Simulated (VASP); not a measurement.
Input:

```
CELL_PARAMETERS angstrom
      1.81560    -3.14471     0.00000
      1.81560     3.14471     0.00000
      0.00000     0.00000     5.70180
ATOMIC_POSITIONS crystal
  Er 0.33333 0.66667 0.25000
  Er 0.66667 0.33333 0.75000
```

Calculation: revPBE GGA, VASP's PBE PAW potentials (set 64) (plane waves; VASP). Run with 400 eV cut-off, 10×10×6 Γ-centred mesh, first-order Methfessel-Paxton smearing of 0.10 eV, potentials Er_3.

The 4f electrons are frozen in the core of the lanthanide potential, so 4f levels, which can set the real gap, and their magnetism are missing.

Question: Give the stress tensor in GPa (positive for a compressed cell).

Answer: 
```
-0.67   0.00   0.00
 0.00  -0.67   0.00
 0.00   0.00  -1.71
```
The pressure is its mean diagonal, -1.01 GPa.

The compound is Er in the hcp structure. The cell was not relaxed at this level. The run is one of a series of settings (GGA = RE against the base run), some of them coarse on purpose.
